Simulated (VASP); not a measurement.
Output of a VASP run:

File OSZICAR:
```
       N       E                     dE             d eps       ncg     rms          rms(c)
DAV:   1    -0.100304794488E+02   -0.10030E+02   -0.15497E+03  6912   0.530E+02
DAV:   2    -0.252238767016E+02   -0.15193E+02   -0.14553E+02  9428   0.978E+01
DAV:   3    -0.258487524063E+02   -0.62488E+00   -0.61158E+00  8648   0.195E+01
DAV:   4    -0.258533088349E+02   -0.45564E-02   -0.45558E-02  7604   0.205E+00
DAV:   5    -0.258533516839E+02   -0.42849E-04   -0.42850E-04  7952   0.215E-01    0.187E+00
DAV:   6    -0.251291903745E+02    0.72416E+00   -0.10796E-01  7188   0.333E+00    0.121E+00
DAV:   7    -0.251773001027E+02   -0.48110E-01   -0.57523E-02  6940   0.229E+00    0.704E-01
DAV:   8    -0.252016879652E+02   -0.24388E-01   -0.67117E-03  7880   0.807E-01    0.923E-02
DAV:   9    -0.252116852364E+02   -0.99973E-02   -0.15407E-03  7092   0.411E-01    0.676E-02
DAV:  10    -0.252111608639E+02    0.52437E-03   -0.14365E-02  7020   0.118E+00    0.374E-02
DAV:  11    -0.252184016903E+02   -0.72408E-02   -0.31809E-03  6980   0.512E-01    0.119E-02
DAV:  12    -0.252185101314E+02   -0.10844E-03   -0.82498E-05  7620   0.118E-01    0.666E-03
DAV:  13    -0.252186291782E+02   -0.11905E-03   -0.78283E-05  7032   0.957E-02    0.335E-03
DAV:  14    -0.252186476170E+02   -0.18439E-04   -0.52369E-06  7608   0.267E-02    0.160E-03
DAV:  15    -0.252186479867E+02   -0.36964E-06   -0.26548E-06  7032   0.205E-02
   1 F= -.25218648E+02 E0= -.25218300E+02  d E =-.696923E-03  mag=    -0.0000    -0.0000     0.0000
       N       E                     dE             ncg
```

### OUTCAR
```
------------------------ aborting loop because EDIFF is reached ----------------------------------------
  FORCE on cell =-STRESS in cart. coord.  units (eV):
  Direction    XX          YY          ZZ          XY          YZ          ZX
  --------------------------------------------------------------------------------------
  Total        0.0366591      0.0366591      0.0470631      0.0000000      0.0000000      0.0000000
  in kB        2.1144876      2.1144876      2.7145905      0.0000000      0.0000000      0.0000000
  external PRESSURE =       2.3145219 kB  Pullay stress =       0.0000000 kB
  volume of cell :       27.78
      direct lattice vectors                 reciprocal lattice vectors
    -1.543822460  1.543822460  2.913617375     0.000000000  0.323871438  0.171607983
     1.543822460 -1.543822460  2.913617375     0.323871438  0.000000000  0.171607983
     1.543822460  1.543822460 -2.913617375     0.323871438  0.323871438  0.000000000
 POSITION                                       TOTAL-FORCE (eV/Angst)
 -----------------------------------------------------------------------------------
      0.00000      0.00000      0.00000        -0.000000     -0.000000      0.000000
 -----------------------------------------------------------------------------------
    total drift:                                0.000000      0.000000      0.000000
  FREE ENERGIE OF THE ION-ELECTRON SYSTEM (eV)
  ---------------------------------------------------
  free  energy   TOTEN  =       -25.2186479867 eV

  energy  without entropy=      -25.2179510635  energy(sigma->0) =      -25.21829953

 Ion:    1  E_soc:     -0.1383442
```
(Selected blocks of OUTCAR.)

POSCAR:
```
Sb
1
   -1.5438224597     1.5438224597     2.9136173751
    1.5438224597    -1.5438224597     2.9136173751
    1.5438224597     1.5438224597    -2.9136173751
Sb
1
Direct
  0.0000000000   0.0000000000   0.0000000000
```

### Question
Reconstruct the remaining input files.

### Answer
Several could match; the one computed here: the input of the run itself, r2SCAN+rVV10 with spin-orbit coupling, plane waves, VASP's PBE PAW potentials (set 64).

### KPOINTS
```
kpoints
0
G
 15 15 15
```

INCAR:
```
PREC = Accurate
LMAXMIX = 4
CPARAM = 0.0093
GGA_COMPAT = .FALSE.
ISMEAR = 0   ! Gaussian
ENCUT = 400   ! plane-wave cut-off (eV)
LUSE_VDW = .TRUE.
LWAVE = .FALSE.
MAGMOM = 3*0
LMIXTAU = .TRUE.
SIGMA = 0.05   ! width (eV)
NELM = 100   ! most electronic steps
LCHARG = .FALSE.
LASPH = .TRUE.   ! aspherical one-centre terms
LREAL = .FALSE.
LSORBIT = .TRUE.
METAGGA = R2SCAN
SYSTEM = Sb
BPARAM = 11.95
ALGO = Normal   ! blocked Davidson
EDIFF = 1E-6   ! SCF stop (eV)
```

### KPOINTS_OPT
```
k-points along high-symmetry lines
5
Line-mode
Reciprocal
  0.000000   0.000000   0.000000 ! GAMMA
  0.000000   0.000000   0.500000 ! X

  0.000000   0.000000   0.500000 ! X
  0.250000   0.250000   0.250000 ! P

  0.250000   0.250000   0.250000 ! P
  0.000000   0.500000   0.000000 ! N

  0.000000   0.500000   0.000000 ! N
  0.000000   0.000000   0.000000 ! GAMMA

  0.000000   0.000000   0.000000 ! GAMMA
  0.500000   0.500000  -0.500000 ! M

  0.500000   0.500000  -0.500000 ! M
  0.342068   0.657932  -0.342068 ! S

 -0.342068   0.342068   0.342068 ! S_0
  0.000000   0.000000   0.000000 ! GAMMA

  0.000000   0.000000   0.500000 ! X
 -0.184136   0.184136   0.500000 ! R

  0.500000   0.500000  -0.184136 ! G
  0.500000   0.500000  -0.500000 ! M
```

POTCAR, in this order: Sb (PBE.64 set). Program: vasp_ncl.

The structure comes from a measured Sb entry (I4/mmm) of the Crystallography Open Database, whose conditions weren't checked. It was relaxed first, which changed the volume by +24 %.
